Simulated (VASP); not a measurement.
A run of VASP 6.6.1:

File INCAR:

```
  PREC = Accurate
  ENCUT = 520
  EDIFF = 1E-6
  ISMEAR = 0
  SIGMA = 0.03
  LREAL = F
  LASPH = T
  NELM = 120
  ALGO = Normal
  ISIF = 3
  LWAVE = F
  LCHARG = F
  GGA = PE
  IBRION = 2
  NSW = 90
  EDIFFG = -0.01
  KPAR = 4
```

Contents of KPOINTS:

```
Automatic mesh
0
Gamma
  8 8 4
```

The input POSCAR:

```
MgCd2S3
1.0
    4.1461986200      0.0000000000      0.0000000000
   -2.0730993100      3.5907133300      0.0000000000
    0.0000000000      0.0000000000     10.1180000000
Mg Cd S
1 2 3
Direct
    0.0000000000      0.0000000000      0.9976279900
    0.3333333300      0.6666666700      0.3298082600
    0.6666666700      0.3333333300      0.6722672500
    0.0000000000      0.0000000000      0.2407590400
    0.6666666700      0.3333333300      0.9262700100
    0.3333333300      0.6666666700      0.5831191900
```

Potentials or basis: VASP PAW PBE potentials, release 64 (Mg, Cd, S).

Launch:

```bash
$ cat potpaw_PBE.64/Mg/POTCAR potpaw_PBE.64/Cd/POTCAR potpaw_PBE.64/S/POTCAR > POTCAR
$ mpirun -np 4 vasp_std > vasp.out
```

Hardware: 4 MPI ranks on Intel(R) Xeon(R) Platinum 8488C (Sapphire Rapids), on a shared host.

Q: How long does it take, and how much memory?

A: Wall time 95 s on 4 MPI ranks on Intel(R) Xeon(R) Platinum 8488C (Sapphire Rapids), with other jobs on the host, peak memory 0.35 GiB a rank. Counts: scf iterations 38, k points 35, ion steps 8.
